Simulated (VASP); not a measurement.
FeSe2:

```
Fe Se
1.0
     0.00000    3.07385    3.07385
     3.07385    0.00000    3.07385
     3.07385    3.07385    0.00000
Fe Se
1 2
Cartesian
  0.0000 0.0000 0.0000
  1.5369 1.5369 1.5369
  4.6108 4.6108 4.6108
```

The cell comes from a database or a generator and needn't be the stable form of this composition.

Base run:

- Program: VASP 6.6.1
- Functional: LDA
- Potentials or basis: VASP PAW LDA potentials, release 64 (Fe, Se)
- Cutoff: 520 eV
- k mesh: 5 × 5 × 5
- Occupations: gaussian, width 0.05 eV
- Spin: no spin polarisation
- Hubbard terms: Fe d U = 8 eV

Its results: pressure -13.6 GPa.

Question: The run is repeated on the same cell with these changes: spin from no spin polarisation to non-collinear spin, random start, spin-orbit coupling; further incar settings from ALGO = Normal; EDIFF = 1e-07; NBANDS = 17 to ALGO = Normal; EDIFF = 1e-06. What comes out?

Answer: Pressure 1.2 GPa; net moment 3.67 μB per cell.

Caveats: a cell with one magnetic atom can't hold antiferromagnetic order, which such compounds often take (some runs).
